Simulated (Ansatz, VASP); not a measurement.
**Ta3B2N in VASP and in Ansatz**

```
Ta B N
1.0
     5.53981    0.00000    0.00000
    -2.76990    4.79762    0.00000
     0.00000    0.00000    3.27571
Ta B N
3 2 1
Direct
  0.50000 0.00000 0.21780
  0.00000 0.50000 0.21780
  0.50000 0.50000 0.21780
  0.33333 0.66667 0.71780
  0.66667 0.33333 0.71780
  0.00000 0.00000 0.21785
```

Alike in both runs: functional PBE; k mesh 6 × 6 × 4; occupations gaussian, width 0.1 eV; no spin polarisation.

Ansatz relaxed the structure, and its values are those at the end. VASP's run is a single point on that final structure, the one shown.

```csv
,VASP,Ansatz
version,VASP 6.6.1,Ansatz 0.2.0
potentials or method,"VASP PAW PBE potentials, release 64 (Ta_pv, B, N)","scalar-relativistic, plane waves, PAW"
plane-wave cutoff (eV),520,420
valence electrons in the cell,44,50
```

```tsv
	VASP	Ansatz	Ansatz less VASP
gap on the k mesh at the Fermi level (eV)	none	none	-
pressure (GPa)	0.2	0.0	-0.22
```

A gap of «none» marks a metal or a gap that the smearing closes. The functional is the same, so the differences come from potentials, cutoffs and numerics. The two sets of potentials don't hold the same shells in valence.

Caveats: the k mesh is coarse (spacing up to 0.48 Å⁻¹), so the values aren't converged. Spin-orbit coupling is left out, which matters for the levels of Ta.
